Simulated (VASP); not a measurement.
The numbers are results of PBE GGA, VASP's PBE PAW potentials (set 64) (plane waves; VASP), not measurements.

A VASP calculation is set up with these files.

File POSCAR:
```
Ru2W
1
   -1.7227420000     1.7227420000     4.2164840000
    1.7227420000    -1.7227420000     4.2164840000
    1.7227420000     1.7227420000    -4.2164840000
W Ru
1 2
Direct
  0.0183020000  -0.0027110000   0.0035100000
  0.3246850000   0.3362800000  -0.0039600000
  0.6570120000   0.6664310000   0.0004500000
```

### KPOINTS
```
Automatic mesh
0
Gamma
  7 7 7
```

INCAR:
```
SYSTEM = Ru2W
PREC = Accurate
ENCUT = 300
EDIFF = 1E-6
NELM = 100
ALGO = Normal
LREAL = .FALSE.
LASPH = .TRUE.
ISMEAR = 0
SIGMA = 0.1
GGA = PE
LMAXMIX = 6
LWAVE = .FALSE.
LCHARG = .FALSE.
ISIF = 2
```

POTCAR, in this order: W_sv Ru_pv (PBE.64 set). Program: vasp_std.

Output

### OUTCAR
```
 ion  position               nearest neighbor table
   1  0.018  0.997  0.004-   3 2.70   2 2.75   3 2.76   3 2.77   2 2.77   2 2.83   3 2.83   2 2.86
                             3 2.91   2 2.91
   2  0.325  0.336  0.996-   1 2.75   1 2.77   3 2.77   3 2.82   3 2.83   1 2.83   3 2.84   3 2.84
                             1 2.86   1 2.91
   3  0.657  0.666  0.000-   1 2.70   1 2.76   1 2.77   2 2.77   2 2.82   2 2.83   1 2.83   2 2.84
                             2 2.84   1 2.91
  LATTYP: Found a body centered tetragonal cell.
 ALAT       =     3.4454840000
 C/A-ratio  =     2.4475423482
 Subroutine PRICEL returns:
 Original cell was already a primitive cell.
 Subroutine GETGRP returns: Found  1 space group operations
The static configuration has the point symmetry C_1 .
The dynamic configuration has the point symmetry C_1 .
 Subroutine INISYM returns: Found  1 space group operations
 Subroutine IBZKPT returns following result:
 Found    172 irreducible k-points:

 Following reciprocal coordinates:
            Coordinates               Weight
  0.000000  0.000000  0.000000      1.000000
  0.142857  0.000000 -0.000000      2.000000
  0.000000  0.142857 -0.000000      2.000000
  0.000000  0.142857 -0.142857      2.000000
  0.142857  0.000000 -0.142857      2.000000
  0.285714  0.000000 -0.000000      2.000000
  0.000000  0.285714 -0.000000      2.000000
  0.000000  0.285714 -0.285714      2.000000
  0.285714  0.000000 -0.285714      2.000000
  0.428571  0.000000 -0.000000      2.000000
  0.000000  0.428571 -0.000000      2.000000
  0.000000  0.428571 -0.428571      2.000000
  0.428571  0.000000 -0.428571      2.000000
  0.142857  0.142857 -0.000000      2.000000
  0.000000  0.285714 -0.142857      2.000000
  0.142857  0.142857 -0.285714      2.000000
  0.285714  0.000000 -0.142857      2.000000
  0.285714  0.142857 -0.000000      2.000000
  0.000000  0.428571 -0.142857      2.000000
  0.142857  0.285714 -0.428571      2.000000
  0.428571  0.000000 -0.285714      2.000000
 -0.285714 -0.142857  0.428571      2.000000
 -0.000000 -0.428571  0.285714      2.000000
 -0.142857 -0.285714  0.000000      2.000000
 -0.428571 -0.000000  0.142857      2.000000
  0.428571  0.142857 -0.000000      2.000000
 -0.000000 -0.428571 -0.142857      2.000000
  0.142857  0.428571  0.428571      2.000000
 -0.428571 -0.000000 -0.428571      2.000000
 -0.428571 -0.142857 -0.428571      2.000000
  0.000000  0.428571  0.428571      2.000000
 -0.142857 -0.428571  0.000000      2.000000
  0.428571  0.000000  0.142857      2.000000
 -0.428571  0.142857  0.000000      2.000000
 -0.000000 -0.285714 -0.142857      2.000000
  0.142857 -0.428571  0.285714      2.000000
 -0.285714 -0.000000  0.428571      2.000000
  0.428571 -0.142857 -0.285714      2.000000
  0.000000  0.285714 -0.428571      2.000000
 -0.142857  0.428571 -0.000000      2.000000
   k-points           NKPTS =    172   k-points in BZ     NKDIM =    172   number of bands    NBANDS=     25
   number of dos      NEDOS =    301   number of ions     NIONS =      3
   total plane-waves  NPLWV =  21952
   dimension x,y,z NGX =    28 NGY =   28 NGZ =   28
   dimension x,y,z NGXF=    56 NGYF=   56 NGZF=   56
   ions per type =               1   2
   PREC   = accura    normal or accurate (medium, high low for compatibility)
   ISTART =      0    job   : 0-new  1-cont  2-samecut
   ICHARG =      2    charge: 1-file 2-atom 10-const
   ISPIN  =      1    spin polarized calculation?
   LNONCOLLINEAR =      F non collinear calculations
   LSORBIT =      F    spin-orbit coupling
   INIWAV =      1    electr: 0-lowe 1-rand  2-diag
   ENCUT  =  300.0 eV  22.05 Ry    4.70 a.u.   6.88  6.88  6.88*2*pi/ulx,y,z
...
```

**OSZICAR**
```
       N       E                     dE             d eps       ncg     rms          rms(c)
DAV:   1     0.336273914229E+03    0.33627E+03   -0.18788E+04  8952   0.129E+03
DAV:   2    -0.199999372002E+02   -0.35627E+03   -0.35210E+03  9510   0.440E+02
DAV:   3    -0.316917979082E+02   -0.11692E+02   -0.11424E+02 10811   0.773E+01
DAV:   4    -0.318984587113E+02   -0.20666E+00   -0.20529E+00  9695   0.942E+00
DAV:   5    -0.319024309099E+02   -0.39722E-02   -0.39675E-02 11181   0.124E+00    0.197E+01
DAV:   6    -0.301445053512E+02    0.17579E+01   -0.53378E+00  9954   0.172E+01    0.612E+00
DAV:   7    -0.306041255556E+02   -0.45962E+00   -0.82573E+00 10855   0.175E+01    0.753E+00
DAV:   8    -0.299236483022E+02    0.68048E+00   -0.41091E+00 11340   0.118E+01    0.207E+00
DAV:   9    -0.298889887457E+02    0.34660E-01   -0.42729E-01 12047   0.378E+00    0.954E-01
DAV:  10    -0.298808764996E+02    0.81122E-02   -0.61155E-02 10987   0.156E+00    0.489E-01
DAV:  11    -0.298795151314E+02    0.13614E-02   -0.87170E-03 11490   0.763E-01    0.124E-01
DAV:  12    -0.298795123945E+02    0.27369E-05   -0.52864E-04 11419   0.162E-01    0.749E-02
DAV:  13    -0.298794911517E+02    0.21243E-04   -0.23709E-04 11874   0.957E-02    0.214E-02
DAV:  14    -0.298794883149E+02    0.28368E-05   -0.80747E-06  8242   0.212E-02    0.513E-03
DAV:  15    -0.298794876409E+02    0.67399E-06   -0.19801E-06  4707   0.949E-03
   1 F= -.29879488E+02 E0= -.29861578E+02  d E =-.358183E-01
```

OUTCAR:
```
------------------------ aborting loop because EDIFF is reached ----------------------------------------
  FORCE on cell =-STRESS in cart. coord.  units (eV):
  Direction    XX          YY          ZZ          XY          YZ          ZX
  --------------------------------------------------------------------------------------
  Total       -8.5150673     -8.5512925     -5.3592542     -0.0312510     -0.0145048      0.0137079
  in kB     -272.5509712   -273.7104729   -171.5394478     -1.0002855     -0.4642724      0.4387652
  external PRESSURE =    -239.2669640 kB  Pullay stress =       0.0000000 kB
  volume of cell :       50.06
      direct lattice vectors                 reciprocal lattice vectors
    -1.722742000  1.722742000  4.216484000     0.000000000  0.290234986  0.118582212
     1.722742000 -1.722742000  4.216484000     0.290234986  0.000000000  0.118582212
     1.722742000  1.722742000 -4.216484000     0.290234986  0.290234986  0.000000000
 POSITION                                       TOTAL-FORCE (eV/Angst)
 -----------------------------------------------------------------------------------
      1.69259     -1.68050      4.26742         0.050142     -0.072382     -0.341732
      1.73590      1.69594     -1.41284        -0.036305      0.063271      0.766077
      0.01700     -0.01545      5.57838        -0.013837      0.009111     -0.424346
 -----------------------------------------------------------------------------------
    total drift:                               -0.000068      0.000262      0.000091
  FREE ENERGIE OF THE ION-ELECTRON SYSTEM (eV)
  ---------------------------------------------------
  free  energy   TOTEN  =       -29.8794876409 eV

  energy  without entropy=      -29.8436693403  energy(sigma->0) =      -29.86157849
```
(Selected blocks of OUTCAR.)

At this cut-off the stress carries a Pulay error, which pulls relaxed volumes low.

The structure was generated: Ru2W was put into an ordered model structure, which need not be its known phase. The cell was not relaxed at this level, atoms are displaced from their ideal sites. The k-mesh is coarse (spacing up to 0.37 per Å, 2π included), so the numbers may not be converged in it.
